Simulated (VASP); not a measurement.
LaS:

```
La S
1.0
     0.00000    2.94156    2.94156
     2.94156    0.00000    2.94156
     2.94156    2.94156    0.00000
La S
1 1
Direct
  0.00000 0.00000 0.00000
  0.50000 0.50000 0.50000
```

```yaml
Program: VASP 6.6.1
Task: relaxation of cell and atoms
Functional: LDA
Potentials_or_basis: VASP PAW LDA potentials, release 64 (La, S)
Cutoff: 600 eV
k_mesh: 12 × 12 × 12
Occupations: gaussian, width 0.1 eV
Spin: no spin polarisation
```

At the start: pressure -5.0 GPa; volume 25.45 Å³/atom.

Problem. How do energy, volume and symmetry change on relaxing?

Solution. Over 3 steps the energy falls by 24.2 meV/atom and the volume is 23.98 Å³/atom (-5.8 %); space group Fm-3m (No. 225, to 0.05 Å).

The path:
```tsv
step	energy change (eV)	largest force (eV/Å)	pressure (GPa)	volume (Å³)
1	0.0000	0.0000	-4.96	50.91
2	-0.0004	0.0000	6.25	45.31
3	-0.0483	0.0000	-0.03	47.97
```

Final structure:
```cif
data_structure
_symmetry_space_group_name_H-M 'P 1'
_symmetry_Int_Tables_number 1
_cell_length_a 4.0784
_cell_length_b 4.0784
_cell_length_c 4.0784
_cell_angle_alpha 60.000
_cell_angle_beta 60.000
_cell_angle_gamma 60.000
_cell_volume 47.97
loop_
_atom_site_label
_atom_site_type_symbol
_atom_site_fract_x
_atom_site_fract_y
_atom_site_fract_z
_atom_site_occupancy
La1 La 0.00000 0.00000 0.00000 1
S1 S 0.50000 0.50000 0.50000 1
```
